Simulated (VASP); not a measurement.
# Ge₂W (relaxed from the MoSi2 structure, space group I4/mmm): computed properties

Computed with r2SCAN meta-GGA, VASP's PBE PAW potentials (set 64) (plane waves; VASP 6.6.1).

| Quantity | Value |
|---|---|
| space group | I4/mmm (139) |
| cell | a = 3.322 Å, b = 3.322 Å, c = 8.175 Å, α = 90.00°, β = 90.00°, γ = 90.00° |
| volume per atom | 15.04 Å³/atom |
| band gap (over mesh and band path) | none (metal, semimetal or under 0.01 eV) |
| density | 12.11 g/cm³ |

```yaml
crystal:
  lattice:
    - [-1.66114, 1.66114, 4.08772]
    - [1.66114, -1.66114, 4.08772]
    - [1.66114, 1.66114, -4.08772]
  atoms:
    - { symbol: W, position: [0.00000, 0.00000, 0.00000] }
    - { symbol: Ge, position: [0.33750, 0.33750, 0.00000] }
    - { symbol: Ge, position: [0.66250, 0.66250, 0.00000] }
```

Unless said otherwise, spin-orbit coupling is left out, though it shifts the bands of the heavy elements here.

The structure was generated: Ge2W was put into the MoSi2 type (I4/mmm), which need not be its known phase. It was relaxed first. Symmetry was kept, so distortions that lower it aren't found.
